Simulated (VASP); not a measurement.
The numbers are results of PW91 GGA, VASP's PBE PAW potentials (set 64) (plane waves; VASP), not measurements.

VASP input:

INCAR:
```
SYSTEM  =  ZnS
PREC  =  Accurate; ENCUT  =  520; LREAL  =  .False.
LASPH  =  .True.
EDIFF  =  1E-7; NELM  =  100; ALGO  =  Normal
LMAXMIX  =  4
ISMEAR  =  0; SIGMA  =  0.05
GGA  =  91
ISIF  =  2
LWAVE  =  .False.; LCHARG  =  .False.
```

KPOINTS:
```
Automatic mesh
0
Gamma
 8 8 8
0 0 0
```

**POSCAR**
```
ZnS
3.9249760
  0.0000000000   0.7071067458   0.7071067458
  0.7071067458   0.0000000000   0.7071067458
  0.7071067458   0.7071067458   0.0000000000
Zn S
1 1
direct
  0.0000000000   0.0000000000   0.0000000000
  0.2500000000   0.2500000000   0.2500000000
```

POTCAR, in this order: Zn S (PBE.64 set). Program: vasp_std.

What does the run give for the energy per atom (σ→0), pressure, band gap (on the k-mesh)?

```
Quantity                           Value
------------------------  --------------
energy per atom (σ→0)     -3.433 eV/atom
band gap (on the k-mesh)         1.76 eV
pressure                       -3.59 GPa
```

File OSZICAR:
```
...
DAV:   8    -0.686639882000E+01    0.76719E-03   -0.53159E-03   834   0.681E-01    0.713E-01
DAV:   9    -0.686664450854E+01   -0.24569E-03   -0.85614E-04   874   0.369E-01    0.118E-01
DAV:  10    -0.686676901308E+01   -0.12450E-03   -0.18294E-04   814   0.125E-01    0.483E-02
DAV:  11    -0.686679307603E+01   -0.24063E-04   -0.34941E-05   847   0.760E-02    0.689E-03
DAV:  12    -0.686679413134E+01   -0.10553E-05   -0.24547E-06   874   0.216E-02    0.578E-03
DAV:  13    -0.686679398449E+01    0.14685E-06   -0.35039E-07   879   0.138E-02    0.406E-04
DAV:  14    -0.686679398881E+01   -0.43260E-08   -0.61708E-08   542   0.241E-03
   1 F= -.68667940E+01 E0= -.68667940E+01  d E =-.118051E-10
```

The compound is ZnS in the zinc blende structure. This cell is one point of a volume scan, at 1.06 of the reference volume.
